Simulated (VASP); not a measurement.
Consider the following.

```yaml
crystal:
  lattice:
    - [3.83318, 0.00000, 0.00000]
    - [-1.91659, 3.31963, 0.00000]
    - [0.00000, 0.00000, 6.33162]
  atoms:
    - { symbol: Si, position: [0.33333, 0.66667, 0.06283] }
    - { symbol: Si, position: [0.66667, 0.33333, 0.56283] }
    - { symbol: Si, position: [0.66667, 0.33333, 0.93717] }
    - { symbol: Si, position: [0.33333, 0.66667, 0.43717] }
```

All values below come from r2SCAN meta-GGA, VASP's PBE PAW potentials (set 64) (plane waves; VASP). Numerical set-up: 400 eV cut-off, 8×8×4 Γ-centred mesh, tetrahedra with Blöchl corrections, potentials Si.

The cores are frozen, which limits the accuracy of field gradients.

### Question
Give the principal components of the electric field gradient (V/Å²) and the asymmetry η at each nucleus.

### Answer

```
atom   Vxx   Vyy  Vzz     η
----  ----  ----  ---  ----
Si1   -2.0  -2.0  4.1  0.00
Si2   -2.0  -2.0  4.1  0.00
Si3   -2.0  -2.0  4.1  0.00
Si4   -2.0  -2.0  4.1  0.00
```

The structure was generated: Si was put into the lonsdaleite type (P6_3/mmc), which need not be its known phase. It was relaxed first, which changed the volume by +16 %.
